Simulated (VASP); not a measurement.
Cost and result of VASP (PAW) for the lattice constant a of NaI (rock salt). Static lattice. The cost counts the five points of the equation of state, each on the mesh and cut-off of its row, so the ratios hold those differences too. With PBE it took about 70 core-seconds. The timings are rough (shared machines, no repeats); factors under 2 mean little.

```csv
level,k-mesh,cut-off (eV),lattice constant a (Å),cost over PBE
LDA,7×7×7,520,6.264,within a factor of 2
PBEsol,7×7×7,520,6.409,within a factor of 2
PBE,7×7×7,520,6.532,reference
HSE06,6×6×6,520,?,?
```

Q: Complete the blanks.

A: 
- HSE06, lattice constant a (Å): 6.490
- HSE06, cost over PBE: about 90 times

Left out are levels that failed, ran on another kind of processor or have no fit band path; at most nine are shown.

The compound is NaI in the rock salt structure.
